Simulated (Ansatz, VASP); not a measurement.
# Cross-check of Zr2CF2 (Zr2CF2 MXene, 2 layers, AB) between VASP and Ansatz

Aim: how closely do two programs agree when they are given the same cell, functional and k mesh? The structure shown is the start of the Ansatz relaxation below; VASP solves that cell, so the two are compared at the walk's first step.

Program: Ansatz 0.2.0. Level of theory: plane waves, with VASP 6.6.1 beside it; single point at PBE with D4. Results are calculated unless marked as measured.

### 1. The structure

The cell holds 10 atoms: 4 F, 4 Zr and 2 C. Its edges and angles: a = 3.289 Å, b = 3.289 Å, c = 54.781 Å, α = 90.0°, β = 90.0°, γ = 120.0°. Vacuum lies along c.

### 2. Ansatz: relaxation, PBE with D4

Ansatz runs on its default PAW (the set named soft_2) files.

The two programs are compared at the cell with which this relaxation starts, whose forces are those of its first step.

Input file input.yaml:

```yaml
crystal:
  lattice:
    - [3.289, 0.0, 0.0]
    - [-1.6445, 2.848357553, 0.0]
    - [0.0, 0.0, 54.7813648066]
  atoms:
    - { symbol: F, position: [0.3333333333, 0.6666666667, 0.3915565097] }
    - { symbol: Zr, position: [0.6666666667, 0.3333333333, 0.4097668889] }
    - { symbol: C, position: [0.0, 0.0, 0.4334565465] }
    - { symbol: Zr, position: [0.3333333333, 0.6666666667, 0.4571462041] }
    - { symbol: F, position: [0.6666666667, 0.3333333333, 0.4753565833] }
    - { symbol: F, position: [0.6666666667, 0.3333333333, 0.5246434167] }
    - { symbol: Zr, position: [0.0, 0.0, 0.5428537959] }
    - { symbol: C, position: [0.3333333333, 0.6666666667, 0.5665434535] }
    - { symbol: Zr, position: [0.6666666667, 0.3333333333, 0.5902331111] }
    - { symbol: F, position: [0.0, 0.0, 0.6084434903] }
  periodic: [true, true, false]
kpoints:
  mp_grid: { grid: [10, 10, 1] }
hamiltonian:
  xc: pbe
  dispersion: d4
scf:
  occupations: { method: fermi_dirac, width: 0.05 }
  convergence: { dr2_threshold: 1.0e-09 }
relax:
  f_tol: 0.015
  max_steps: 90
  cell: {}
output:
  write_potential: true
  write_density: true
  volumetric_format: npy
```

Started as:

```sh
$ ansatz run input.yaml --threads 2 --pin off --max-ram 3072MiB --backend cpu --events-out ev --progress --plain --runs-dir out
```

Numbers of over 12 decimals in the logs are rounded to 6 here.

What it wrote:

```text
Warning: relax.cell: scf.convergence.dr2_threshold = 1e-9 eV is looser than the 2.08858034416e-10 eV advised for a relaxation that steers and ends on the stress (1e-10 eV for each atom of the cell: 10, times the square of relax.cell.stress_2d_tol = 0.05 N/m over 21.9 Å (the atoms' height at the walk's start and 5 Å past either face), 2.285e-2 GPa, over a crystal's default 0.05). What an SCF threshold leaves in a stress goes as its square root, and in the free energy as the threshold itself, and one threshold admits the most on a small cell: [figures from the program's tests cut] Set scf.convergence.dr2_threshold to 2.08858034416e-10 eV or tighter. [rest of the remark cut]
Engine: ansatz 0.2.0, aarch64-unknown-linux-gnu
Pseudopotentials: kind: paw
Pseudopotential: F, paw, valence charge 7, recommended cutoff 420 eV (normal), F.paw.azcp
Pseudopotential: Zr, paw, valence charge 12, recommended cutoff 420 eV (normal), Zr.paw.azcp
Pseudopotential: C, paw, valence charge 4, recommended cutoff 420 eV (normal), C.paw.azcp
Functional definition: PBE
  parameter kappa = 0.804
  parameter beta = 0.066725
  exchange = pbe_x(kappa = kappa, mu = beta*pi^2/3)
  correlation = pbe_c(beta = beta)
Crystal: 10 atoms, lattice volume = 513.205 Å³
Basis set: ecut = 420 eV, 10215 PW (Γ), exchange–correlation on 48×48×750 points (8 copies of the dense FFT grid, shifted against one another)
Bands: 52, of which v1, the nominal top of the filled ones, is band 42 counted from 1 (41 counted from 0)
Symmetry: 12 space group operations
Space group: P-3m1 (ITA 164), of the structure as read, at distance tolerance 8.0e-5 Å
k-points: 14 of 100
Non-local potential: F, projectors of the file, l = 0: 2, l = 1: 2, l = 2: 1
Non-local potential: Zr, projectors of the file, l = 0: 3, l = 1: 2, l = 2: 2, l = 3: 2
Non-local potential: C, projectors of the file, l = 0: 2, l = 1: 2, l = 2: 1
PAW form: soft (Blöchl's): semilocal exchange-correlation on the pseudo side does not see the compensation charge
PAW one-centre angular grid: F, 110 points (default); XC on 64 Gauss nodes
PAW one-centre angular grid: Zr, 590 points (default); XC on 64 Gauss nodes
PAW one-centre angular grid: C, 110 points (default); XC on 64 Gauss nodes
Initial density: superposition of atomic densities (neutral atoms: chi_scale 0, normalization atom), corrected by the library's trained network
Initial wavefunctions: pseudopotential atomic-orbital guess
Functional: x = pbe(κ = 0.804, μ = 0.219515), c = pbe(β = 0.066725)
SCF iter   1: F=—  HF=-20481.296552 eV  |F-HF|=—  |Δ(HF+E_count)|=         —  Δρ=3.63e-3  dr2=3.46e-1  ethr=1.77e-3  ⟨swp⟩=15.3  Hψ=4920  notcnv=0
preconditioner: auto → LDOS  [metal: Δε(μ)=0.032 eV  Ē_g=8.888 eV  σ=0.050 eV  W_gap=0.16  n_scr=34 (ndim 8)  ℏωp=10.9 eV  f_vac=0.733  D(μ)=2.74/eV (n_scr^D=16)  β→1.0]
SCF iter   2: F=—  HF=-20481.273733 eV  |F-HF|=—  |Δ(HF+E_count)|=   2.28e-2  Δρ=3.36e-3  dr2=1.18e-1  ethr=4.12e-4  ⟨swp⟩=6.6  Hψ=1858  notcnv=0  defer=30
SCF iter   3: F=—  HF=-20481.255603 eV  |F-HF|=—  |Δ(HF+E_count)|=   1.81e-2  Δρ=6.84e-4  dr2=6.16e-3  ethr=1.40e-4  ⟨swp⟩=4.1  Hψ=1333  notcnv=0  defer=31
SCF iter   4: F=—  HF=-20481.255323 eV  |F-HF|=—  |Δ(HF+E_count)|=   2.80e-4  Δρ=2.83e-4  dr2=3.98e-4  ethr=7.33e-6  ⟨swp⟩=4.0  Hψ=1523  notcnv=0  defer=30
SCF iter   5: F=—  HF=-20481.255307 eV  |F-HF|=—  |Δ(HF+E_count)|=   1.51e-5  Δρ=8.14e-5  dr2=4.70e-5  ethr=4.74e-7  ⟨swp⟩=3.6  Hψ=1608  notcnv=0  defer=31
SCF iter   6: F=—  HF=-20481.255500 eV  |F-HF|=—  |Δ(HF+E_count)|=   1.92e-4  Δρ=3.04e-5  dr2=5.76e-6  ethr=5.60e-8  ⟨swp⟩=3.1  Hψ=1533  notcnv=0  defer=28
SCF iter   7: F=—  HF=-20481.255131 eV  |F-HF|=—  |Δ(HF+E_count)|=   3.69e-4  Δρ=7.48e-6  dr2=3.08e-7  ethr=6.85e-9  ⟨swp⟩=3.3  Hψ=1423  notcnv=0  defer=28
SCF iter   8: F=—  HF=-20481.255132 eV  |F-HF|=—  |Δ(HF+E_count)|=   5.95e-7  Δρ=2.89e-6  dr2=7.91e-8  ethr=3.67e-10  ⟨swp⟩=3.6  Hψ=1583  notcnv=0  defer=28
SCF iter   9: F=—  HF=-20481.255132 eV  |F-HF|=—  |Δ(HF+E_count)|=   6.56e-8  Δρ=8.53e-7  dr2=4.14e-9  ethr=9.42e-11  ⟨swp⟩=3.1  Hψ=1338  notcnv=0  defer=28
SCF iter  10: F=-20481.255132 eV  HF=-20481.255132 eV  |F-HF|=6.18e-11  |Δ(HF+E_count)|=   9.21e-9  Δρ=2.78e-7  dr2=3.59e-10  ethr=1.19e-12  ⟨swp⟩=12.8  Hψ=6123  notcnv=0
SCF 1 converged in 10 iterations: F = -20481.255132 eV  dr2 = 3.59e-10
[...]
SCF iter   2: F=—  HF=-20483.631068 eV  |F-HF|=—  |Δ(HF+E_count)|=   2.52e-4  Δρ=7.36e-6  dr2=1.58e-7  ethr=6.86e-11  ⟨swp⟩=5.6  Hψ=2687  notcnv=0
SCF iter   3: F=—  HF=-20483.631068 eV  |F-HF|=—  |Δ(HF+E_count)|=   2.71e-8  Δρ=2.14e-6  dr2=1.84e-8  ethr=6.86e-11  ⟨swp⟩=3.1  Hψ=1417  notcnv=0
SCF iter   4: F=-20483.631068 eV  HF=-20483.631068 eV  |F-HF|=3.46e-10  |Δ(HF+E_count)|=   1.04e-9  Δρ=3.04e-7  dr2=4.36e-10  ethr=1.19e-12  ⟨swp⟩=16.3  Hψ=7201  notcnv=0
SCF 8 converged in 4 iterations: F = -20483.631068 eV  dr2 = 4.36e-10
relax step   8: F+E_penalty+E_count = -20483.63106771 eV  Δ(F+E_penalty+E_count) = +6.374e-4 eV  max|allowed force component| = 8.321e-3 eV/Å  Δτ_max = 0.0000 Å  P = -0.002 N/m  Ω = 512.500 Å³  fix = [c, alpha, beta]  reactions: c -0.000 N/m  stress off target by 2.02e-3 N/m on what of the cell is left free  SCF on the basis re-selected at this cell (its energy is not comparable with the rows above)  (4 SCF iters)
basis re-selected at this cell: Δ(F+E_penalty+E_count) = +6.374e-4 eV, ΔP = +0.034 N/m vs the last step (what re-selecting the basis moved, of the pressure what is left beyond the Pulay correction that the steps carried, after the strain that the cell walked since its last selection, with what the two solves' SCF thresholds leave and, on support functions, any second-order correction that the steps lacked; it is no m [...]
WARN: The output density's exchange-correlation potential varies sharply where the density is thin. Do not read a vacuum level from v_tot or v_xc, or from such a field of the output density. On a cell that repeats whose density bears no net charge and no dipole along the vacuum's axis use v_es (v_loc + v_h of the components); under efield.dipole_correction with no amplitude use v_es + v_field, which holds any externa [...]
SCF converged after 4 iterations
Free energy (F): -20483.631068 eV
Harris-Foulkes:  -20483.631068 eV  (|F-HF|=3.46e-10)
Internal energy: -20483.619447 eV  (E = F + TS)
E sigma→0 (E₀):  -20483.625258 eV
Entropy (-TS):   -0.011620 eV (-1.162 meV/atom)
Fermi energy:    -3.965680 eV
--- Per-component energies (eV) ---
  E_band       = -1855.663660
  E_kinetic    = 2346.996225
  E_local      = -591442.030831  (includes V_loc(G=0)·N_el)
  E_nonlocal   = 661.856337
  E_hartree    = 294237.068599
  E_xc         = -1069.164843
  E_vxc        = -1301.557329  (∫ρ·V_xc dr)
  E_paw        = -12813.821819  (= ΣΔE_a)
  E_vpaw       = -595.079322  (= ΣTr[D̂ρ^β])
  E_aug_tail   = 0.008260  (compensation charges beyond the density's cutoff)
  E_ewald      = 287596.909772
  E_disp       = -1.441148  (pairwise vdW)
  E_smearing   = -0.011620  (= −TS)
  E_closure    = 0.000000  (closes the sum)
  Σ components = -20483.631068   (vs F -20483.631068, Δ=0.00e0)
--- Forces (eV/Å), atoms counted from 1 ---
  atom   1  F      0.00000000    -0.00000000     0.00034490
  atom   2  Zr     0.00000000    -0.00000000    -0.00009649
  atom   3  C      0.00000000    -0.00000000     0.00832100
  atom   4  Zr    -0.00000000     0.00000000    -0.00645143
  atom   5  F     -0.00000000     0.00000000    -0.00689841
  atom   6  F      0.00000000    -0.00000000     0.00689841
  atom   7  Zr     0.00000000    -0.00000000     0.00645143
  atom   8  C     -0.00000000     0.00000000    -0.00832100
  atom   9  Zr    -0.00000000     0.00000000     0.00009649
  atom  10  F     -0.00000000     0.00000000    -0.00034490
  max |Σ_I F_I| component: 1.79e-17 eV/Å
--- 2D stress c σ (N/m, compression-positive) ---
       -0.002022       0.000000       0.000000
       -0.000000      -0.002022      -0.000000
        0.000000      -0.000000      -0.000000
  P = ½ c Tr σ = -0.0020 N/m
--- Band table (eV; the first three rows and the last of 14) ---
  k-point 0: bands = [... 38 lower, -7.0510, -7.0510, -3.8004, -3.8004, -3.8004, -3.8004, -3.5670, -3.5567, ... 6 higher]
  k-point 1: bands = [... 38 lower, -7.0753, -7.0721, -4.1568, -4.1535, -3.5889, -3.5885, -3.4671, -3.4571, ... 6 higher]
  k-point 2: bands = [... 38 lower, -7.0969, -7.0948, -4.8606, -4.8558, -3.1377, -3.1193, -2.9953, -2.9946, ... 6 higher]
  k-point 13: bands = [... 38 lower, -7.3703, -7.3701, -3.7169, -3.7163, -3.2808, -3.2602, -2.0463, -2.0130, ... 6 higher]
  the weakly bound empty levels are not read free of the cell's end (no_gap_told)
--- Relaxed structure (7 steps of the walk, 7 accepted, 1 SCFs on fresh bases) ---
  F+E_penalty+E_count = -20483.63106771 eV   max|allowed force component| = 8.321e-3 eV/Å   (the final SCF, on the basis selected at the relaxed cell)
  cell:  # Å, volume = 512.5001 Å³
    - [3.286739, 0, 0]
    - [-1.643370, 2.846400, 0]
    - [0, 0, 54.7813648066]
  atoms:
    - { symbol: F, position: [0.333333, 0.666667, 0.379111] }
    - { symbol: Zr, position: [0.666667, 0.333333, 0.403471] }
    - { symbol: C, position: [1.2835861328005423e-18, 1.1102230246493902e-17, 0.425933] }
    - { symbol: Zr, position: [0.333333, 0.666667, 0.448410] }
    - { symbol: F, position: [0.666667, 0.333333, 0.472729] }
    - { symbol: F, position: [0.666667, 0.333333, 0.527271] }
    - { symbol: Zr, position: [1.1305828534175309e-17, 1.1102230246493905e-17, 0.551590] }
    - { symbol: C, position: [0.333333, 0.666667, 0.574067] }
    - { symbol: Zr, position: [0.666667, 0.333333, 0.596529] }
    - { symbol: F, position: [1.359274715855867e-17, 1.1102230246493905e-17, 0.620889] }
```

(Continued in part 2 of 2.)

[Lines on the potential files, build, host, timing and source positions are cut from VASP's logs without a mark.]

[Logs are printed without paths, hosts, clocks, repeated set-up lines and the standing remarks that a program may print on its own settings, such as how far it seeks lower states.]

[Hosts, paths, dates, database ids (printed as entryN), source tags and the programs' standing remarks are cut or masked in the printed files.]
